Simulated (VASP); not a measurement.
Level of theory: PBE GGA, VASP's PBE PAW potentials (set 64) (plane waves; VASP).

A VASP calculation is set up with these files.

File POSCAR:
```
Al3Sc
4.1058670
  1.0000000000   0.0000000000   0.0000000000
  0.0000000000   0.9890081681   0.0000000000
  0.0000000000   0.0000000000   1.0228234378
Sc Al
1 3
Direct
  0.0000000000   0.0000000000   0.0000000000
  0.0000000000   0.5000000000   0.5000000000
  0.5000000000   0.0000000000   0.5000000000
  0.5060260000   0.5000000000   0.0000000000
```

**INCAR**
```
SYSTEM = Al3Sc
PREC = Accurate
ENCUT = 400
EDIFF = 1E-6
NELM = 100
ALGO = Normal
LREAL = .FALSE.
LASPH = .TRUE.
ISMEAR = 1
SIGMA = 0.1
GGA = PE
LMAXMIX = 4
LWAVE = .FALSE.
LCHARG = .FALSE.
ISIF = 2
```

KPOINTS:
```
Automatic
0
Monkhorst-Pack
 4 4 4
0 0 0
```

POTCAR, in this order: Sc_sv Al (PBE.64 set). Program: vasp_std.

What VASP printed:

File OSZICAR:
```
       N       E                     dE             d eps       ncg     rms          rms(c)
DAV:   1     0.995800575045E+02    0.99580E+02   -0.73692E+03   224   0.106E+03
DAV:   2    -0.147605387469E+02   -0.11434E+03   -0.11290E+03   242   0.340E+02
DAV:   3    -0.201761551839E+02   -0.54156E+01   -0.51990E+01   322   0.609E+01
DAV:   4    -0.203070910729E+02   -0.13094E+00   -0.12883E+00   326   0.112E+01
DAV:   5    -0.203109012112E+02   -0.38101E-02   -0.37914E-02   338   0.154E+00    0.856E+00
DAV:   6    -0.193642572680E+02    0.94664E+00   -0.48140E+00   378   0.250E+01    0.295E+00
DAV:   7    -0.193144552736E+02    0.49802E-01   -0.95241E-02   262   0.251E+00    0.165E+00
DAV:   8    -0.192903557179E+02    0.24100E-01   -0.41363E-02   314   0.159E+00    0.202E-01
DAV:   9    -0.192901420693E+02    0.21365E-03   -0.30425E-03   292   0.500E-01    0.870E-02
DAV:  10    -0.192901276150E+02    0.14454E-04   -0.18613E-04   376   0.128E-01    0.748E-02
DAV:  11    -0.192901307510E+02   -0.31360E-05   -0.16280E-05   272   0.287E-02    0.260E-02
DAV:  12    -0.192901241042E+02    0.66468E-05   -0.23465E-05   332   0.451E-02    0.429E-03
DAV:  13    -0.192901241372E+02   -0.33009E-07   -0.56347E-07   184   0.643E-03
   1 F= -.19290124E+02 E0= -.19287539E+02  d E =-.775447E-02
```

**OUTCAR**
```
------------------------ aborting loop because EDIFF is reached ----------------------------------------
  FORCE on cell =-STRESS in cart. coord.  units (eV):
  Direction    XX          YY          ZZ          XY          YZ          ZX
  --------------------------------------------------------------------------------------
  Total       -0.1148115      0.4604535     -1.3862095      0.0000000      0.0000000      0.0000000
  in kB       -2.6271250     10.5361303    -31.7193501      0.0000000      0.0000000      0.0000000
  external PRESSURE =      -7.9367816 kB  Pullay stress =       0.0000000 kB
  volume of cell :       70.02
      direct lattice vectors                 reciprocal lattice vectors
     4.105867000  0.000000000  0.000000000     0.243553919  0.000000000  0.000000000
     0.000000000  4.060736000  0.000000000     0.000000000  0.246260776  0.000000000
     0.000000000  0.000000000  4.199577000     0.000000000  0.000000000  0.238119220
 POSITION                                       TOTAL-FORCE (eV/Angst)
 -----------------------------------------------------------------------------------
      0.00000      0.00000      0.00000         0.105021      0.000000      0.000000
      0.00000      2.03037      2.09979         0.033212      0.000000      0.000000
      2.05293      0.00000      2.09979         0.005947      0.000000      0.000000
      2.07768      2.03037      0.00000        -0.144179      0.000000      0.000000
 -----------------------------------------------------------------------------------
    total drift:                               -0.000195      0.000000     -0.000000
  FREE ENERGIE OF THE ION-ELECTRON SYSTEM (eV)
  ---------------------------------------------------
  free  energy   TOTEN  =       -19.2901241372 eV

  energy  without entropy=      -19.2823696666  energy(sigma->0) =      -19.28753931
```
(Selected blocks of OUTCAR.)

File OUTCAR:
```
 val. band max:        6.8542452479   @ k =   0.3750   0.1250   0.1250

 cond. band min:       6.8912689119   @ k =   0.1250   0.1250   0.3750


 Fermi energy:         6.8820033555

 k-point     1 :       0.1250    0.1250    0.1250
  band No.  band energies     occupation
      1     -41.9931      2.00000
      2     -20.6991      2.00000
      3     -20.6925      2.00000
      4     -20.6868      2.00000
      5      -2.4357      2.00000
      6       3.3193      2.00000
      7       3.5738      2.00000
      8       4.3006      2.00000
      9       6.3997      2.00000
     10       6.6100      2.00082
     11       7.9399     -0.00000
     12       7.9565     -0.00000
     13       8.5686     -0.00000
     14       9.9096      0.00000

 k-point     2 :       0.3750    0.1250    0.1250
  band No.  band energies     occupation
      1     -41.9922      2.00000
      2     -20.7132      2.00000
      3     -20.6972      2.00000
      4     -20.6849      2.00000
      5      -1.3722      2.00000
      6       0.9185      2.00000
      7       4.0902      2.00000
      8       4.7541      2.00000
      9       5.5909      2.00000
     10       6.8542      1.45035
     11       8.1150     -0.00000
     12       8.4267     -0.00000
     13       9.2217      0.00000
     14       9.3483      0.00000

 k-point     3 :       0.1250    0.3750    0.1250
  band No.  band energies     occupation
      1     -41.9921      2.00000
      2     -20.7098      2.00000
      3     -20.6970      2.00000
      4     -20.6904      2.00000
      5      -1.3450      2.00000
      6       0.9794      2.00000
      7       4.0667      2.00000
      8       4.7060      2.00000
      9       5.5729      2.00000
     10       6.8351      1.70491
     11       8.1363     -0.00000
     12       8.3495     -0.00000
     13       9.2109      0.00000
     14       9.3460      0.00000

 k-point     4 :       0.3750    0.3750    0.1250
  band No.  band energies     occupation
...
```

The compound is Al3Sc in the L1_2 structure. The cell was not relaxed at this level, atoms are displaced from their ideal sites. The k-mesh is coarse (spacing up to 0.39 per Å, 2π included), so the numbers may not be converged in it. The run is one of a series of settings (KPOINTS 4×4×4 Monkhorst-Pack mesh against the base run), some of them coarse on purpose.
